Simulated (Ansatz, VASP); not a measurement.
# Cross-check of Ta2CF2 between VASP and Ansatz

One calculation is typed for both programs; each brings its own data sets. How far apart do they land? Of the first pair: The structure shown is the start of the Ansatz relaxation below; VASP solves that cell, so the two are compared at the walk's first step.

Main program and level: Ansatz 0.2.0; plane waves, with VASP 6.6.1 beside it; single point at PBEsol.

## (1) Starting point

The cell holds 5 atoms: 1 C, 2 Ta and 2 F. Cell: a = 3.100 Å, b = 3.100 Å, c = 33.200 Å, α = 90.0°, β = 90.0°, γ = 120.0°. Vacuum lies along c. The height across the vacuum is the one that the program set for its solve, not the one typed.

## (2) Ansatz: relaxation, PBEsol

Ansatz runs on its default PAW (the set named soft_2) files.

The two programs are compared at the cell with which this relaxation starts, whose forces are those of its first step.

input.yaml reads:

```yaml
crystal:
  lattice:
    - [3.1, 0.0, 0.0]
    - [-1.55, 2.68468, 0.0]
    - [0.0, 0.0, 20.0]
  atoms:
    - { symbol: C, position: [0.0, 0.0, 0.5] }
    - { symbol: Ta, position: [0.333333, 0.666667, 0.56] }
    - { symbol: Ta, position: [0.666667, 0.333333, 0.44] }
    - { symbol: F, position: [0.666667, 0.333333, 0.6175] }
    - { symbol: F, position: [0.333333, 0.666667, 0.3825] }
  periodic: [true, true, false]
kpoints:
  mp_grid: { grid: [9, 9, 1] }
hamiltonian:
  xc: pbesol
scf:
  occupations: { method: gaussian, width: 0.1 }
output:
  forces: true
  stress: true
  eigenvalues: true
relax:
  adjacent_minimum: "off"
  f_tol: 0.05
  max_steps: 80
  cell: { stress_2d_tol: 0.02 }
```

On the command line:

```
$ ansatz run input.yaml --threads 8 --pin off --max-ram 14336MiB --backend cpu --events-out ev --progress --plain --runs-dir out
```

Numbers of over 12 decimals in the logs are rounded to 6 here.

Output:

```text
Warning: crystal.periodic: the lattice vector that does not repeat stood 0.000° off the slab's normal, 20.000 Å along it as the deck builds it. The run solves the slab on a vector along the normal, 33.200 Å long, with every atom where it was (on the deck's vector they left 15.30 Å outside them, and the widest stretch free of ions among them is 1.20 Å). A fractional position that the run reports is one of the run's ce [...]
[...]
basis re-selected at this cell: Δ(F+E_penalty+E_count) = -1.244e-2 eV, ΔP = +0.329 N/m vs the last step (what re-selecting the basis moved, of the pressure what is left beyond the Pulay correction that the steps carried, after the strain that the cell walked since its last selection, with what the two solves' SCF thresholds leave and, on support functions, any second-order correction that the steps lacked; it is no m [...]
Crystal: 5 atoms, lattice volume = 289.083 Å³
Basis set: ecut = 420 eV, 5643 PW (Γ), exchange–correlation on 48×48×450 points (8 copies of the dense FFT grid, shifted against one another)
iter 1 solved again at ethr=2.48e-7 eV; its pass at ethr=3.10e-3 eV (dr2=1.09e-4 eV) is discarded
SCF iter   1: F=—  HF=-21463.029080 eV  |F-HF|=—  |Δ(HF+E_count)|=         —  Δρ=1.87e-4  dr2=1.06e-4  ethr=2.48e-7  ⟨swp⟩=4.8  Hψ=2647  notcnv=0
preconditioner: auto → LDOS  [insulator: Δε(μ)=0.292 eV  Ē_g=8.744 eV  σ=0.100 eV  W_gap=0.50  n_scr=20 (ndim 8)  ℏωp=10.7 eV  f_vac=0.777  D(μ)=0.84/eV (n_scr^D=6)  ε∞_Penn≈2.5  β→1.0]
SCF iter   2: F=—  HF=-21463.029099 eV  |F-HF|=—  |Δ(HF+E_count)|=   1.88e-5  Δρ=2.16e-4  dr2=1.85e-4  ethr=2.41e-7  ⟨swp⟩=3.8  Hψ=675  notcnv=0
SCF iter   3: F=—  HF=-21463.029060 eV  |F-HF|=—  |Δ(HF+E_count)|=   3.86e-5  Δρ=3.54e-5  dr2=5.62e-6  ethr=2.41e-7  ⟨swp⟩=2.6  Hψ=511  notcnv=0
SCF iter   4: F=-21463.029059 eV  HF=-21463.029059 eV  |F-HF|=5.17e-8  |Δ(HF+E_count)|=   7.16e-7  Δρ=5.60e-6  dr2=7.58e-8  ethr=2.92e-10  ⟨swp⟩=11.9  Hψ=2732  notcnv=0
SCF 8 converged in 4 iterations: F = -21463.029059 eV  dr2 = 7.58e-8
relax step   8: F+E_penalty+E_count = -21463.02905945 eV  Δ(F+E_penalty+E_count) = +2.781e-4 eV  max|allowed force component| = 9.333e-4 eV/Å  Δτ_max = 0.0029 Å  P = +0.022 N/m  Ω = 289.083 Å³  energy of the carried Pulay correction = -5.039e-4 eV  fix = [c, alpha, beta]  reactions: c +0.000 N/m  (4 SCF iters, dr2 threshold 1.28e-7 eV, accepted)
[...]
relax step   9: F+E_penalty+E_count = -21463.02901709 eV  Δ(F+E_penalty+E_count) = +4.236e-5 eV  max|allowed force component| = 2.243e-4 eV/Å  Δτ_max = 0.0004 Å  P = +0.000 N/m  Ω = 289.141 Å³  energy of the carried Pulay correction = -5.477e-4 eV  fix = [c, alpha, beta]  reactions: c +0.000 N/m  (5 SCF iters, dr2 threshold 5.64e-10 eV, accepted)
[...]
relax step  10: F+E_penalty+E_count = -21463.02954190 eV  Δ(F+E_penalty+E_count) = -5.248e-4 eV  max|allowed force component| = 2.728e-4 eV/Å  Δτ_max = 0.0000 Å  P = +0.005 N/m  Ω = 289.141 Å³  fix = [c, alpha, beta]  reactions: c +0.000 N/m  stress off target by 5.19e-3 N/m on what of the cell is left free  SCF on the basis re-selected at this cell (its energy is not comparable with the rows above)  (6 SCF iters)
basis re-selected at this cell: Δ(F+E_penalty+E_count) = -5.248e-4 eV, ΔP = +0.005 N/m vs the last step (what re-selecting the basis moved, of the pressure what is left beyond the Pulay correction that the steps carried, after the strain that the cell walked since its last selection, with what the two solves' SCF thresholds leave and, on support functions, any second-order correction that the steps lacked; it is no m [...]
SCF converged after 6 iterations
Free energy (F): -21463.029542 eV
Harris-Foulkes:  -21463.029542 eV  (|F-HF|=5.64e-9)
Internal energy: -21463.025335 eV  (E = F + TS)
E sigma→0 (E₀):  -21463.027438 eV
Entropy (-TS):   -0.004207 eV (-0.841 meV/atom)
Fermi energy:    -3.790406 eV
--- Per-component energies (eV) ---
  E_band       = -1137.640702
  E_kinetic    = 1240.156439
  E_local      = -130303.330281  (includes V_loc(G=0)·N_el)
  E_nonlocal   = 210.570412
  E_hartree    = 64378.548406
  E_xc         = -640.866614
  E_vxc        = -672.258551  (∫ρ·V_xc dr)
  E_paw        = -17028.477417  (= ΣΔE_a)
  E_vpaw       = -369.879700  (= ΣTr[D̂ρ^β])
  E_aug_tail   = 0.004334  (compensation charges beyond the density's cutoff)
  E_ewald      = 60679.836108
  E_core_change = 0.533279  (= ΣΔE_core)
  E_smearing   = -0.004207  (= −TS)
  E_closure    = -0.000000  (closes the sum)
  Σ components = -21463.029542   (vs F -21463.029542, Δ=0.00e0)
--- Forces (eV/Å), atoms counted from 1 ---
  atom   1  C     -0.00000000     0.00000000     0.00000000
  atom   2  Ta    -0.00000000     0.00000000    -0.00010663
  atom   3  Ta     0.00000000    -0.00000000     0.00010663
  atom   4  F     -0.00000000    -0.00000000     0.00027283
  atom   5  F     -0.00000000     0.00000000    -0.00027283
  max |Σ_I F_I| component: 1.39e-17 eV/Å
--- 2D stress c σ (N/m, compression-positive) ---
        0.005186      -0.000000      -0.000000
       -0.000000       0.005186      -0.000000
       -0.000000      -0.000000       0.000000
  P = ½ c Tr σ = 0.0052 N/m
--- Band table (eV; the first three rows and the last of 12) ---
  k-point 0: bands = ["-72.8756", "-72.7865", "-39.9830", "-39.2720", "-39.2720", "-39.2140", "-39.1265", "-39.1265", "-29.7842", "-29.7392", "-17.5144", "-13.1417", "-11.6259", "-11.6259", "-11.3192", "-11.2354", "-11.2354", "-9.6508", "-8.9332", "-8.9332", "-5.5202", "-5.5202", "-4.2991", "-3.1873", "-2.3453", "-2.3453", "-2.2487"]
  k-point 1: bands = ["-72.8699", "-72.7855", "-39.9608", "-39.3942", "-39.2987", "-39.1896", "-39.1604", "-39.1291", "-29.7591", "-29.7244", "-17.3700", "-12.9050", "-11.9221", "-11.5724", "-11.4528", "-11.2515", "-11.1145", "-9.5711", "-9.2882", "-8.9877", "-5.9197", "-5.2275", "-4.2390", "-2.8207", "-2.5268", "-2.4354", "-2.3263"]
  k-point 2: bands = ["-72.8545", "-72.7834", "-39.9127", "-39.5972", "-39.3600", "-39.3146", "-39.1496", "-39.1414", "-29.7024", "-29.6892", "-17.0144", "-12.4578", "-12.0260", "-11.8467", "-11.4892", "-11.4097", "-11.3063", "-9.6973", "-9.4276", "-9.0255", "-6.6758", "-4.4299", "-4.0867", "-2.9564", "-2.3635", "-2.0480", "-1.4832"]
  k-point 11: bands = ["-72.7979", "-72.7979", "-39.8085", "-39.8085", "-39.7737", "-39.3948", "-39.2458", "-39.2458", "-29.5995", "-29.5995", "-16.1680", "-12.1633", "-12.1220", "-12.0305", "-12.0305", "-11.5295", "-11.5295", "-9.9119", "-9.9119", "-8.8292", "-4.9154", "-4.3867", "-4.3867", "-1.6368", "-1.5490", "-1.5490", "0.4869"]
--- Relaxed structure (8 steps of the walk, 8 accepted, 2 SCFs on fresh bases) ---
  F+E_penalty+E_count = -21463.02954190 eV   max|allowed force component| = 2.728e-4 eV/Å   (the final SCF, on the basis selected at the relaxed cell)
  cell:  # Å, volume = 289.1411 Å³
    - [3.171178, 0, 0]
    - [-1.585589, 2.746320, 0]
    - [0, 0, 33.2]
  atoms:
    - { symbol: C, position: [0, 0, 0.301205] }
    - { symbol: Ta, position: [0.333333, 0.666667, 0.333836] }
    - { symbol: Ta, position: [0.666667, 0.333333, 0.268574] }
    - { symbol: F, position: [0.666667, 0.333333, 0.375501] }
    - { symbol: F, position: [0.333333, 0.666667, 0.226908] }
```

## (3) VASP: single point, PBEsol, start cell, pair 1

The same cell, functional, mesh and smearing now go to VASP, with its own data sets.

Lines of VASP's logs that name or quote its potential files are left out, and so is its time.

INCAR reads:

```
SYSTEM = Ta2CF2
PREC = Accurate
ENCUT = 520
EDIFF = 1E-06
NELM = 120
ISMEAR = 0
SIGMA = 0.1
LREAL = .FALSE.
ALGO = Normal
GGA = PS
NBANDS = 26
LASPH = .TRUE.
LORBIT = 11
LWAVE = .FALSE.
LCHARG = .FALSE.
ISIF = 2
LDIPOL = .TRUE.
IDIPOL = 3
DIPOL = 0.5 0.5 0.301
LVHAR = .TRUE.
GGA_COMPAT = .FALSE.
NELMDL = -8
KPAR = 2
```

POSCAR reads:

```
Ta2CF2
1.0
    3.1000010000      0.0000000000      0.0000000000
   -1.5500000000      2.6846790000      0.0000000000
    0.0000000000      0.0000000000     33.2000000000
C Ta F
1 2 2
Direct
    0.0000000000      0.0000000000      0.3012048193
    0.3333333333      0.6666666667      0.3373493976
    0.6666666667      0.3333333333      0.2650602410
    0.6666666667      0.3333333333      0.3719879518
    0.3333333333      0.6666666667      0.2304216867
```

KPOINTS reads:

```
Automatic mesh
0
Gamma
9 9 1
0 0 0
```

The projector-augmented-wave data sets are C, Ta_pv and F (PBE family, release 64).

On the command line:

```
$ mpirun -np 2 vasp_std
```

Output:

```text
[banner, memory and clock lines left out]
running    2 mpi-ranks, on    1 nodes
 distrk:  each k-point on    1 cores,    2 groups
 distr:  one band on    1 cores,    1 groups

 POSCAR found type information on POSCAR C TaF
 POSCAR found :  3 types and       5 ions
|                                                                             |
|               ----> ADVICE to this user running VASP <----                  |
|                                                                             |
|     You enforced a specific xc type in the INCAR file but a different       |
|     [... a line on the potential file left out ...]
|     I HOPE YOU KNOW WHAT YOU ARE DOING!                                     |
|                                                                             |

 LDA part: xc-table for (Slater+PW92), standard interpolation
 POSCAR, INCAR and KPOINTS ok, starting setup
 FFT: planning ... GRIDC
 FFT: planning ... GRID_SOFT
 FFT: planning ... GRID
 WAVECAR not read
 entering main loop
       N       E                     dE             d eps       ncg     rms          rms(c)
DAV:   1     0.379785101190E+03    0.37979E+03   -0.20253E+04   752   0.124E+03
DAV:   2    -0.107810342827E+02   -0.39057E+03   -0.38373E+03   804   0.323E+02
DAV:   3    -0.514889276362E+02   -0.40708E+02   -0.40443E+02   808   0.105E+02
DAV:   4    -0.523527657927E+02   -0.86384E+00   -0.85839E+00   784   0.163E+01
DAV:   5    -0.523700956630E+02   -0.17330E-01   -0.17256E-01   832   0.220E+00
DAV:   6    -0.523706102491E+02   -0.51459E-03   -0.51346E-03   822   0.366E-01
DAV:   7    -0.523706259832E+02   -0.15734E-04   -0.15730E-04   832   0.640E-02
DAV:   8    -0.523706265040E+02   -0.52078E-06   -0.52091E-06   694   0.122E-02    0.357E+01
DAV:   9    -0.456651390528E+02    0.67055E+01   -0.35330E+01   766   0.321E+01    0.151E+01
DAV:  10    -0.454596242301E+02    0.20551E+00   -0.14477E+00   806   0.744E+00    0.526E+00
DAV:  11    -0.453959903264E+02    0.63634E-01   -0.20927E-01   820   0.242E+00    0.542E-01
DAV:  12    -0.453895909517E+02    0.63994E-02   -0.30743E-02   814   0.824E-01    0.253E-01
DAV:  13    -0.453870735681E+02    0.25174E-02   -0.38928E-03   846   0.388E-01    0.987E-02
DAV:  14    -0.453864748250E+02    0.59874E-03   -0.11800E-03   838   0.181E-01    0.610E-02
[...]
DAV:  19    -0.453896490031E+02   -0.11818E-03   -0.15802E-05   732   0.193E-02    0.590E-03
DAV:  20    -0.453897424564E+02   -0.93453E-04   -0.17192E-05   676   0.170E-02    0.291E-03
DAV:  21    -0.453897608088E+02   -0.18352E-04   -0.32674E-06   570   0.652E-03    0.166E-03
DAV:  22    -0.453897938794E+02   -0.33071E-04   -0.47822E-06   564   0.493E-03    0.510E-04
DAV:  23    -0.453898029888E+02   -0.91094E-05   -0.12039E-06   544   0.201E-03    0.373E-04
DAV:  24    -0.453898065281E+02   -0.35393E-05   -0.17458E-07   506   0.106E-03    0.167E-04
DAV:  25    -0.453898076407E+02   -0.11126E-05   -0.55098E-08   474   0.414E-04    0.865E-05
DAV:  26    -0.453898080262E+02   -0.38549E-06   -0.18352E-08   410   0.350E-04
   1 F= -.45389808E+02 E0= -.45382459E+02  d E =-.146984E-01
```

From OUTCAR (step 3):

```text
ion  position               nearest neighbor table
   1  0.000  0.000  0.301-   3 2.15   2 2.15   3 2.15   2 2.15   3 2.15   2 2.15
   2  0.333  0.667  0.337-   4 2.13   4 2.13   4 2.13   1 2.15   1 2.15   1 2.15   3 2.99   3 2.99
                             3 2.99
   3  0.667  0.333  0.265-   5 2.13   5 2.13   5 2.13   1 2.15   1 2.15   1 2.15   2 2.99   2 2.99
                             2 2.99
   4  0.667  0.333  0.372-   2 2.13   2 2.13   2 2.13
   5  0.333  0.667  0.230-   3 2.13   3 2.13   3 2.13

  LATTYP: Found a hexagonal cell.
 ALAT       =     3.1000010000
 C/A-ratio  =    10.7096739646

 Subroutine GETGRP returns: Found 12 space group operations
 (whereof  6 operations were pure point group operations)

The static configuration has the point symmetry C_3v.
 The point group associated with its full space group is D_3d.

 Found     12 irreducible k-points:

   k-points           NKPTS =     12   k-points in BZ     NKDIM =     12   number of bands    NBANDS=     26

   dimension x,y,z NGX =    24 NGY =   24 NGZ =  250
   dimension x,y,z NGXF=    48 NGYF=   48 NGZF=  500

   ENCUT  =  520.0 eV  38.22 Ry    6.18 a.u.   5.76  5.76 61.73*2*pi/ulx,y,z

   NELECT =      40.0000    total number of electrons

 k-points in reciprocal lattice and weights: Automatic mesh
   0.00000000  0.00000000  0.00000000       0.012
   0.11111111  0.00000000  0.00000000       0.074
   0.22222222 -0.00000000  0.00000000       0.074
   0.33333333  0.00000000  0.00000000       0.074
   0.44444444 -0.00000000  0.00000000       0.074
   0.11111111  0.11111111  0.00000000       0.074
   0.22222222  0.11111111  0.00000000       0.148
   0.33333333  0.11111111  0.00000000       0.148
   0.44444444  0.11111111  0.00000000       0.074
   0.22222222  0.22222222  0.00000000       0.074
   0.33333333  0.22222222  0.00000000       0.148
   0.33333333  0.33333333  0.00000000       0.025

 dipolmoment           0.000000      0.000000     -0.000004 electrons x Angstroem

 average (electrostatic) potential at core
       1 -55.8710       2 -44.0265       3 -44.0265       4 -84.1130       5 -84.1130

 E-fermi :   0.0726

 k-point     1 :       0.0000    0.0000    0.0000
  band No.  band energies     occupation
    ...
     18      -4.5806      2.00000
     19      -1.6044      2.00000
     20      -1.6044      2.00000
     21      -1.4067      2.00000
     22      -0.0943      1.98180
     23       0.3534      0.00007
     24       1.0438      0.00000
     25       1.0438      0.00000
     26       1.4202      0.00000

 k-point     2 :       0.1111    0.0000    0.0000
  band No.  band energies     occupation
    ...
     18      -4.7030      2.00000
     19      -2.0567      2.00000
     20      -1.2447      2.00000
     21      -1.1363      2.00000
     22       0.1040      0.65695
     23       0.2612      0.00767
     24       1.2254      0.00000
     25       1.2328      0.00000
     26       1.5023      0.00000

 k-point     3 :       0.2222   -0.0000    0.0000
  band No.  band energies     occupation
    ...
     17      -5.8983      2.00000
     18      -4.8652      2.00000
     19      -2.9331      2.00000
     20      -0.4947      2.00000
     21      -0.3312      2.00000
     22       0.2682      0.00568
     23       0.6382      0.00000
     24       1.4831      0.00000
     25       1.6932      0.00000
     26       2.0641      0.00000

  Total        7.3624645      7.3624611      1.0794819      0.0000014      0.0000000     -0.0000000
  in kB       42.6915098     42.6914902      6.2594138      0.0000080      0.0000000     -0.0000000
  external PRESSURE =      30.5474713 kB  Pullay stress =       0.0000000 kB

  energy-cutoff  :      520.00
  volume of cell :      276.31
      direct lattice vectors                 reciprocal lattice vectors
     3.100001000  0.000000000  0.000000000     0.322580541  0.186241945  0.000000000
    -1.550000000  2.684679000  0.000000000     0.000000000  0.372484010  0.000000000
     0.000000000  0.000000000 33.200000000     0.000000000  0.000000000  0.030120482

 POSITION                                       TOTAL-FORCE (eV/Angst)
 -----------------------------------------------------------------------------------
      0.00000      0.00000     10.00000         0.000000     -0.000000     -0.000000
      0.00000      1.78979     11.20000        -0.000000      0.000000     -6.199775
      1.55000      0.89489      8.80000         0.000000     -0.000000      6.199775
      1.55000      0.89489     12.35000        -0.000000     -0.000000      3.418274
      0.00000      1.78979      7.65000         0.000000     -0.000000     -3.418274
 -----------------------------------------------------------------------------------
    total drift:                                0.000000      0.000000     -0.000333

  FREE ENERGIE OF THE ION-ELECTRON SYSTEM (eV)
  ---------------------------------------------------
  free  energy   TOTEN  =       -45.3898080262 eV

  energy  without entropy=      -45.3751096522  energy(sigma->0) =      -45.38245884

 vacuum level on the upper side and lower side of the slab         2.044         2.044

 total charge
# of ion       s       p       d       tot
------------------------------------------
    1        0.859   1.623   0.000   2.482
    2        0.283   6.213   2.556   9.052
    3        0.283   6.213   2.556   9.052
    4        1.740   4.387   0.000   6.127
    5        1.740   4.387   0.000   6.127
--------------------------------------------------
tot          4.903  22.824   5.112  32.840

[... 3 further parts left out ...]
```

The run ends at a pressure of 3.05 GPa, with forces up to 6.2 eV/Å.

## (4) Side by side

Known differences besides the potentials themselves: Ansatz cuts the interaction across the vacuum, VASP repeats the sheet with a dipole correction; the data sets hold 44 valence electrons in Ansatz (on its default PAW (the set named soft_2) files) and 40 in VASP; Ansatz makes its cores anew for this functional, VASP keeps those of its PBE data sets; Ansatz takes its cutoff from its data sets, VASP runs at 520 eV. Total energies have different zeros and are not compared.

Forces (eV/Å; atoms numbered as in POSCAR):

```csv
atom,"Ansatz x, y, z","VASP x, y, z"
C1,"0.000, 0.000, 0.000","0.000, 0.000, 0.000"
Ta2,"0.000, 0.000, -6.186","0.000, 0.000, -6.200"
Ta3,"0.000, 0.000, 6.186","0.000, 0.000, 6.200"
F4,"0.000, 0.000, 3.362","0.000, 0.000, 3.418"
F5,"0.000, 0.000, -3.362","0.000, 0.000, -3.418"
```

The forces differ by 21 meV/Å r.m.s., which is 0.8 % of the r.m.s. force of 2.585 eV/Å (both taken over all components). With vacuum in the cell, a pressure given here is an average over mostly empty space and none of the material.

## (5) Ansatz: relaxation, PBEsol

This run makes the geometry at which the two programs are then compared.

The structure compared here is the end of the Ansatz relaxation.

input.yaml is that of step 2.

On the command line:

```
$ ansatz run input.yaml --threads 8 --pin off --max-ram 14336MiB --backend cpu --events-out ev --progress --plain --runs-dir out
```

Output:

```text
[...]
Crystal: 5 atoms, lattice volume = 289.083 Å³
Basis set: ecut = 420 eV, 5643 PW (Γ), exchange–correlation on 48×48×450 points (8 copies of the dense FFT grid, shifted against one another)
[...]
cell:  # Å, volume = 289.1411 Å³
    - [3.171178, 0, 0]
    - [-1.585589, 2.746320, 0]
    - [0, 0, 33.2]
  atoms:
    - { symbol: C, position: [0, 0, 0.301205] }
    - { symbol: Ta, position: [0.333333, 0.666667, 0.333836] }
    - { symbol: Ta, position: [0.666667, 0.333333, 0.268574] }
    - { symbol: F, position: [0.666667, 0.333333, 0.375501] }
    - { symbol: F, position: [0.333333, 0.666667, 0.226908] }
[key lines of the parts left out:]
SCF converged after 6 iterations
Free energy (F): -21463.029542 eV
Fermi energy:    -3.790406 eV
P = ½ c Tr σ = 0.0052 N/m
```

(Continued in part 2 of 2.)

[Lines on the potential files, build, host, timing and source positions are cut from VASP's logs without a mark.]

[Logs are printed without paths, hosts, clocks, repeated set-up lines and the standing remarks that a program may print on its own settings, such as how far it seeks lower states.]

[Hosts, paths, dates, database ids (printed as entryN), source tags and the programs' standing remarks are cut or masked in the printed files.]
